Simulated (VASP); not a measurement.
# Shielding tensors and field gradients of BaTiO3, part 3 of 5

Wanted: the shieldings and field gradients at the nuclei of BaTiO3. The cell has space group P4mm. The start is a cell from a database of measured crystal structures.

VASP 6.6.1, plane waves and PAW; the level of theory is named at each step.

So far. Step 2 (Ground state): The cell has a gap of 1.93 eV on this mesh and a pressure of +4.2 GPa, which holds the misfit of the given cell and coordinates with this functional, and any error of cutoff, mesh and data sets. Spin-orbit coupling is left out, which can shift or reorder these edges. Forces of up to 0.28 eV/Å remain in these settings.

The database entry behind the starting cell differs from later determinations by our own check (c/a about 0.6 % short), so it need not match the best structure at ambient conditions.

## Step 3: Shielding tensors (continued)

Level of this step: chemical shifts by linear response (GIPAW), PBE, no spin polarisation; plane waves and PAW (Ba_sv, Ti_sv, O) (VASP).

OUTCAR, selected parts (step 3):

```text
The static configuration has the point symmetry C_4v.

 Found    126 irreducible k-points:

   k-points           NKPTS =    126   k-points in BZ     NKDIM =    126   number of bands    NBANDS=     26

   dimension x,y,z NGX =    32 NGY =   32 NGZ =   32
   dimension x,y,z NGXF=    64 NGYF=   64 NGZF=   64

   ENCUT  =  560.0 eV  41.16 Ry    6.42 a.u.   7.72  7.72  7.75*2*pi/ulx,y,z

   NELECT =      40.0000    total number of electrons

  Total        1.5402550      1.5402550      1.9161695      0.0000000     -0.0000000      0.0000000
  in kB       38.3898769     38.3898769     47.7593080      0.0000000     -0.0000000      0.0000000
  external PRESSURE =      41.5130206 kB  Pullay stress =       0.0000000 kB

  energy-cutoff  :      560.00
  volume of cell :       64.28
      direct lattice vectors                 reciprocal lattice vectors
     3.999800000  0.000000000  0.000000000     0.250012501  0.000000000  0.000000000
     0.000000000  3.999800000  0.000000000     0.000000000  0.250012501  0.000000000
     0.000000000  0.000000000  4.018000000     0.000000000  0.000000000  0.248880040

 POSITION                                       TOTAL-FORCE (eV/Angst)
 -----------------------------------------------------------------------------------
      0.00000      0.00000      0.00000         0.000000      0.000000      0.075758
      1.99990      1.99990      1.96882         0.000000     -0.000000     -0.110768
      0.00000      1.99990      2.07731         0.000000      0.000000     -0.118193
      1.99990      0.00000      2.07731         0.000000      0.000000     -0.118193
      1.99990      1.99990      0.07634         0.000000      0.000000      0.271395
 -----------------------------------------------------------------------------------
    total drift:                                0.000000     -0.000000     -0.000441

 Electric field gradients after diagonalization (V/A^2)
 (convention: |V_zz| > |V_xx| > |V_yy|)
----------------------------------------------------------------------
 ion       V_xx      V_yy      V_zz     asymmetry (V_yy - V_xx)/ V_zz
----------------------------------------------------------------------
   1       1.245     1.245    -2.490       0.000
   2       0.095     0.095    -0.191       0.000
   3     -13.426   -12.930    26.356       0.019
   4     -13.426   -12.930    26.356       0.019
   5      -9.489    -9.489    18.979       0.000
----------------------------------------------------------------------

  ORBITAL MAGNETIC SUSCEPTIBILITY, excluding core contribution
 -------------------------------------------------------------
  Approximate magnetic susceptibility, pGv (10^-6 cm^3/mole)
     1        -37.748231          0.000000         -0.000000
     2          0.000000        -37.748231          0.000000
     3          0.000000          0.000000        -37.745731
 -------------------------------------------------------------
  Approximate magnetic susceptibility, vGv (10^-6 cm^3/mole)
     1        -27.412450          0.000000          0.000000
     2          0.000000        -27.412450          0.000000
     3          0.000000          0.000000        -27.167617

  CSA tensor (J. Mason, Solid State Nucl. Magn. Reson. 2, 285 (1993))
  for chemical shielding  (including the isotropic core contribution)

  BDIR labels direction of applied magnetic field (i.e. B0)
  For BDIR==1, B0 along x-axis, etc.
  Induced field listed along cartesian directions for each BDIR
 ------------------------------------------------------------------------------------------
                 EXCLUDING G=0 CONTRIBUTION              INCLUDING G=0 CONTRIBUTION
 ------------------------------------------------------------------------------------------
  ion  BDIR            X           Y           Z                X           Y           Z
          (   iso_shield        span        skew ) (   iso_shield        span        skew )
 ------------------------------------------------------------------------------------------
    1     1    4763.8731      0.0000      0.0000        4774.5849      0.0000      0.0000
          2      -0.0000   4763.8731      0.0000          -0.0000   4774.5849      0.0000
          3       0.0000      0.0000   4776.2637           0.0000      0.0000   4786.9749
          (    4768.0033     12.3906      1.0000 ) (    4778.7149     12.3900      1.0000 )

    2     1    -337.1951      0.0000      0.0000        -326.4833      0.0000      0.0000
          2       0.0000   -337.1951      0.0000           0.0000   -326.4833      0.0000
          3       0.0000     -0.0000   -298.0403           0.0000     -0.0000   -287.3290
          (    -324.1435     39.1549      1.0000 ) (    -313.4319     39.1543      1.0000 )

    3     1     -29.0620      0.0000      0.0000         -18.3501      0.0000      0.0000
          2       0.0000   -491.3657      0.0000           0.0000   -480.6539      0.0000
          3       0.0000     -0.0000   -531.9408           0.0000     -0.0000   -521.2295
          (    -350.7895    502.8789      0.8386 ) (    -340.0778    502.8794      0.8386 )

    4     1    -491.3657      0.0000      0.0000        -480.6539      0.0000      0.0000
          2      -0.0000    -29.0620      0.0000          -0.0000    -18.3501      0.0000
          3       0.0000     -0.0000   -531.9408           0.0000     -0.0000   -521.2295
          (    -350.7895    502.8789      0.8386 ) (    -340.0778    502.8794      0.8386 )

    5     1    -552.2456      0.0000      0.0000        -541.5338      0.0000      0.0000
          2       0.0000   -552.2456      0.0000           0.0000   -541.5338      0.0000
          3       0.0000      0.0000     -8.9933           0.0000      0.0000      1.7180
          (    -371.1615    543.2523      1.0000 ) (    -360.4498    543.2518      1.0000 )
 ------------------------------------------------------------------------------------------

[... 3 parts as in an earlier step ...]

[... 2 further parts left out ...]
```

The atoms bear forces, and field gradients depend strongly on their positions. Spin-orbit coupling is left out, which changes shieldings on and beside heavy atoms by much.

Numbers from this step:

* Fermi energy: 3.897 eV
* pressure: 4.151 GPa
* gap on the k-mesh: 1.768 eV
* least direct gap on the k-mesh: 2.061 eV

Valence and core; the G = 0 term is that of a spherical sample. NMR shielding, by row:

```csv
atom,isotropic shielding (ppm),span (ppm),skew,isotropic shielding without the G = 0 term (ppm)
Ba1,4779,12.39,1,4768
Ti2,-313.4,39.15,1,-324.1
O3,-340.1,502.9,0.8386,-350.8
O4,-340.1,502.9,0.8386,-350.8
O5,-360.4,543.3,1,-371.2
```

Ordered as |Vzz| ≥ |Vxx| ≥ |Vyy|, the program's way. Electric field gradients, by row:

```csv
atom,Vxx (V/Å²),Vyy (V/Å²),Vzz (V/Å²),asymmetry
Ba1,1.245,1.245,-2.49,0
Ti2,0.095,0.095,-0.191,0
O3,-13.43,-12.93,26.36,0.019
O4,-13.43,-12.93,26.36,0.019
O5,-9.489,-9.489,18.98,0
```

(Continued in part 4 of 5.)

[Lines on the potential files, build, host, timing and source positions are cut from VASP's logs without a mark.]

[Logs are printed without paths, hosts, clocks, repeated set-up lines and the standing remarks that a program may print on its own settings, such as how far it seeks lower states.]

[Hosts, paths, dates, database ids (printed as entryN), source tags and the programs' standing remarks are cut or masked in the printed files.]
